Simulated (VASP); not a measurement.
A VASP calculation is set up with these files.

### POSCAR
```
TiO2
1
   -1.8940565632     1.8940565632     4.7722553688
    1.8940565632    -1.8940565632     4.7722553688
    1.8940565632     1.8940565632    -4.7722553688
Ti O
2 4
Direct
  0.7500000000   0.2500000000   0.5000000000
  0.0000000000   0.0000000000   0.0000000000
  0.5417053643   0.0417053643   0.5000000000
  0.7917053643   0.7917053643   1.0000000000
  0.2082946357   0.2082946357   0.0000000000
  0.9582946357   0.4582946357   0.5000000000
```

### INCAR
```
LCHARG = .TRUE.
LREAL = .FALSE.   # projection in real space or not
GGA = CX
ISMEAR = -5
LASPH = .TRUE.
NELM = 100   # most electronic steps
LUSE_VDW = .TRUE.
ALGO = Normal   # blocked Davidson
LORBIT = 11
PREC = Accurate
LMAXMIX = 4
LWAVE = .FALSE.
NEDOS = 601   # DOS grid
EDIFF = 1E-7   # SCF stop (eV)
ENCUT = 520   # plane-wave cut-off (eV)
AGGAC = 0.0
LEFG = .TRUE.
SYSTEM = TiO2
ISIF = 2
```

KPOINTS:
```
kpoints
0
G
 9 9 9
0 0 0
```

POTCAR, in this order: Ti_sv O (PBE.64 set). Program: vasp_std.

Problem. Write an equivalent input for Quantum ESPRESSO's pw.x.

Solution. One equivalent input (not run):
```
&CONTROL
  calculation = 'scf'
  pseudo_dir = './pseudo'
  outdir = './out'
  tprnfor = .true.
  tstress = .true.
/
&SYSTEM
  ibrav = 0
  nat = 6
  ntyp = 2
  ecutwfc = 84
  occupations = 'tetrahedra'
  input_dft = 'vdw-df-cx'
/
&ELECTRONS
  conv_thr = 7.3e-09
  electron_maxstep = 100
/
ATOMIC_SPECIES
  Ti 47.867 Ti.upf
  O 15.999 O.upf
CELL_PARAMETERS angstrom
    -1.8940566    1.8940566    4.7722554
     1.8940566   -1.8940566    4.7722554
     1.8940566    1.8940566   -4.7722554
ATOMIC_POSITIONS crystal
  Ti   0.7500000  0.2500000  0.5000000
  Ti   0.0000000  0.0000000  0.0000000
  O    0.5417054  0.0417054  0.5000000
  O    0.7917054  0.7917054  1.0000000
  O    0.2082946  0.2082946  0.0000000
  O    0.9582946  0.4582946  0.5000000
K_POINTS automatic
  9 9 9 0 0 0
```
The two are equivalent in intent, not identical: the potentials are each code's own (VASP's PAW set, PseudoDojo norm-conserving files in pw.x), so ENCUT and ecutwfc are chosen apart and not converted; conv_thr bounds pw.x's estimated SCF error, while EDIFF bounds the energy change between steps; the field gradients of LEFG aren't asked of the other code.

The compound is TiO2 in the anatase structure, one of several forms; rutile is the usual stable one. It was relaxed first.
